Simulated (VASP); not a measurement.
Level of theory: LDA (Ceperley-Alder, Perdew-Zunger), VASP's LDA PAW potentials (set 64) (plane waves; VASP 6.6.1).

The input files of a VASP run:

**KPOINTS**
```
Automatic mesh
0
Gamma
13 13 12
0 0 0
```

### INCAR
```
SYSTEM  =  WC
PREC  =  Accurate; ENCUT  =  520; LREAL  =  .FALSE.
LASPH  =  .TRUE.
EDIFF  =  1E-6; NELM  =  100; ALGO  =  Normal
LMAXMIX  =  6
ISMEAR  =  1; SIGMA  =  0.1
IBRION  =  2; NSW  =  60; ISIF  =  3
EDIFFG  =  -0.01
LWAVE  =  .FALSE.; LCHARG  =  .FALSE.
```

**POSCAR**
```
WC
1.0
  1.4550000000  -2.5201340000   0.0000000000
  1.4550000000   2.5201340000   0.0000000000
  0.0000000000   0.0000000000   2.8400000000
W C
1 1
Cart
  0.0000000000   0.0000000000   0.0000000000
  1.4550000000   0.8400463468   1.4200000000
```

POTCAR, in this order: W_sv C (LDA.64 set). Program: vasp_std.

The run wrote:

**OSZICAR**
```
       N       E                     dE             d eps       ncg     rms          rms(c)
DAV:   1     0.106902569807E+03    0.10690E+03   -0.98313E+03  3822   0.153E+03
DAV:   2    -0.239323658781E+02   -0.13083E+03   -0.12747E+03  4402   0.379E+02
DAV:   3    -0.277588244476E+02   -0.38265E+01   -0.37940E+01  4570   0.603E+01
DAV:   4    -0.277957396002E+02   -0.36915E-01   -0.36884E-01  4247   0.630E+00
DAV:   5    -0.277960647249E+02   -0.32512E-03   -0.32510E-03  4532   0.602E-01    0.324E+01
DAV:   6    -0.248224276064E+02    0.29736E+01   -0.97091E+00  4332   0.316E+01    0.850E+00
DAV:   7    -0.247245914101E+02    0.97836E-01   -0.47619E-01  4042   0.632E+00    0.623E+00
DAV:   8    -0.246897410824E+02    0.34850E-01   -0.78196E-02  4222   0.250E+00    0.791E-01
DAV:   9    -0.246887752309E+02    0.96585E-03   -0.35501E-03  4082   0.482E-01    0.138E-01
DAV:  10    -0.246886108031E+02    0.16443E-03   -0.29486E-04  4527   0.236E-01    0.570E-02
DAV:  11    -0.246886111384E+02   -0.33530E-06   -0.19492E-05  4207   0.413E-02    0.104E-02
DAV:  12    -0.246886105073E+02    0.63116E-06   -0.35880E-06  4017   0.165E-02
   1 F= -.24688611E+02 E0= -.24688588E+02  d E =-.246886E+02
       N       E                     dE             d eps       ncg     rms          rms(c)
DAV:   1    -0.255634467038E+02   -0.87484E+00   -0.24154E+01  3912   0.716E+01    0.163E+01
DAV:   2    -0.247423782452E+02    0.82107E+00   -0.17556E+00  3937   0.187E+01    0.333E+00
DAV:   3    -0.246048545700E+02    0.13752E+00   -0.23292E-01  4202   0.526E+00    0.114E+00
DAV:   4    -0.245861006547E+02    0.18754E-01   -0.43081E-02  4277   0.243E+00    0.136E+00
DAV:   5    -0.245855162953E+02    0.58436E-03   -0.46627E-03  4237   0.809E-01    0.663E-02
DAV:   6    -0.245854152653E+02    0.10103E-03   -0.48677E-04  4342   0.187E-01    0.113E-02
DAV:   7    -0.245854129690E+02    0.22963E-05   -0.21559E-05  4167   0.533E-02    0.162E-02
DAV:   8    -0.245854125755E+02    0.39351E-06   -0.16340E-06  2601   0.181E-02
   2 F= -.24585413E+02 E0= -.24585482E+02  d E =0.103198E+00
       N       E                     dE             d eps       ncg     rms          rms(c)
DAV:   1    -0.252819745802E+02   -0.69656E+00   -0.14447E+01  3912   0.585E+01    0.114E+01
DAV:   2    -0.247924482903E+02    0.48953E+00   -0.14345E+00  3952   0.148E+01    0.234E+00
DAV:   3    -0.247156236949E+02    0.76825E-01   -0.15640E-01  4062   0.337E+00    0.806E-01
DAV:   4    -0.247015042907E+02    0.14119E-01   -0.43008E-02  4187   0.241E+00    0.841E-01
DAV:   5    -0.247018787165E+02   -0.37443E-03   -0.32745E-03  4182   0.664E-01    0.121E-01
DAV:   6    -0.247014762275E+02    0.40249E-03   -0.10444E-03  4197   0.237E-01    0.230E-02
DAV:   7    -0.247014746387E+02    0.15888E-05   -0.72492E-05  4367   0.715E-02    0.196E-02
DAV:   8    -0.247014742790E+02    0.35969E-06   -0.15437E-06  3098   0.116E-02
   3 F= -.24701474E+02 E0= -.24701518E+02  d E =-.128638E-01
       N       E                     dE             d eps       ncg     rms          rms(c)
DAV:   1    -0.247015191747E+02   -0.44536E-04   -0.87386E-04  3892   0.440E-01    0.895E-02
DAV:   2    -0.247014892794E+02    0.29895E-04   -0.74200E-05  3922   0.112E-01    0.176E-02
DAV:   3    -0.247014847372E+02    0.45423E-05   -0.82673E-06  4012   0.270E-02    0.572E-03
DAV:   4    -0.247014839727E+02    0.76445E-06   -0.18984E-06  2401   0.167E-02
   4 F= -.24701484E+02 E0= -.24701528E+02  d E =-.128735E-01
       N       E                     dE             d eps       ncg     rms          rms(c)
DAV:   1    -0.247015079281E+02   -0.23191E-04   -0.65035E-04  3892   0.380E-01    0.790E-02
DAV:   2    -0.247014852854E+02    0.22643E-04   -0.54840E-05  3922   0.963E-02    0.159E-02
DAV:   3    -0.247014817768E+02    0.35087E-05   -0.65106E-06  4012   0.240E-02    0.487E-03
DAV:   4    -0.247014812211E+02    0.55566E-06   -0.13961E-06  1991   0.144E-02
   5 F= -.24701481E+02 E0= -.24701527E+02  d E =-.128707E-01
       N       E                     dE             d eps       ncg     rms          rms(c)
DAV:   1    -0.247016366381E+02   -0.15486E-03   -0.49838E-03  3872   0.913E-01    0.123E-01
DAV:   2    -0.247015119432E+02    0.12469E-03   -0.35706E-04  3982   0.215E-01    0.377E-02
DAV:   3    -0.247014822202E+02    0.29723E-04   -0.38382E-05  4127   0.574E-02    0.140E-02
DAV:   4    -0.247014766804E+02    0.55398E-05   -0.13321E-05  4282   0.375E-02    0.911E-03
DAV:   5    -0.247014766828E+02   -0.23838E-08   -0.63069E-07  1991   0.811E-03
   6 F= -.24701477E+02 E0= -.24701517E+02  d E =0.453834E-05
       N       E                     dE             d eps       ncg     rms          rms(c)
DAV:   1    -0.247015409008E+02   -0.64220E-04   -0.15531E-03  3877   0.509E-01    0.690E-02
DAV:   2    -0.247015024094E+02    0.38491E-04   -0.11003E-04  3987   0.120E-01    0.212E-02
DAV:   3    -0.247014931386E+02    0.92707E-05   -0.11965E-05  4112   0.321E-02    0.780E-03
DAV:   4    -0.247014914271E+02    0.17116E-05   -0.41164E-06  4202   0.209E-02    0.505E-03
DAV:   5    -0.247014914242E+02    0.28208E-08   -0.19900E-07  1911   0.455E-03
   7 F= -.24701491E+02 E0= -.24701535E+02  d E =-.102032E-04
```

OUTCAR:
```
------------------------ aborting loop because EDIFF is reached ----------------------------------------
  FORCE on cell =-STRESS in cart. coord.  units (eV):
  Direction    XX          YY          ZZ          XY          YZ          ZX
  --------------------------------------------------------------------------------------
  Total       -0.0042623     -0.0042623     -0.0017801      0.0000000     -0.0000000      0.0000000
  in kB       -0.3350946     -0.3350946     -0.1399474      0.0000000     -0.0000000      0.0000000
  external PRESSURE =      -0.2700455 kB  Pullay stress =       0.0000000 kB
  volume of cell :       20.38
      direct lattice vectors                 reciprocal lattice vectors
     1.445314402 -2.503358051 -0.000000000     0.345945491 -0.199731716  0.000000000
     1.445314402  2.503358051 -0.000000000     0.345945491  0.199731716  0.000000000
    -0.000000000  0.000000000  2.816253664     0.000000000  0.000000000  0.355081651
 POSITION                                       TOTAL-FORCE (eV/Angst)
 -----------------------------------------------------------------------------------
      0.00000     -0.00000     -0.00000         0.000000      0.000000     -0.000000
      1.44531      0.83445      1.40813        -0.000000     -0.000000      0.000000
 -----------------------------------------------------------------------------------
    total drift:                                0.000000     -0.000370      0.000000
  FREE ENERGIE OF THE ION-ELECTRON SYSTEM (eV)
  ---------------------------------------------------
  free  energy   TOTEN  =       -24.7014914242 eV

  energy  without entropy=      -24.7016215446  energy(sigma->0) =      -24.70153480

 reached required accuracy - stopping structural energy minimisation
```
(Selected blocks of OUTCAR.)

**CONTCAR**
```
WC
   1.00000000000000
     1.4453144023597873   -2.5033580512881355   -0.0000000000000000
     1.4453144023597873    2.5033580512881355   -0.0000000000000000
    -0.0000000000000000    0.0000000000000000    2.8162536641989284
  W               C
     1     1
Direct
     0.0000000000000000    0.0000000000000000    0.0000000000000000
     0.3333330000000032    0.6666669999999968    0.5000000000000000
```

Energy and stress use the plane-wave basis of the starting cell.

The compound is WC in the wc structure. This run relaxes it. Symmetry was kept, so distortions that lower it aren't found.
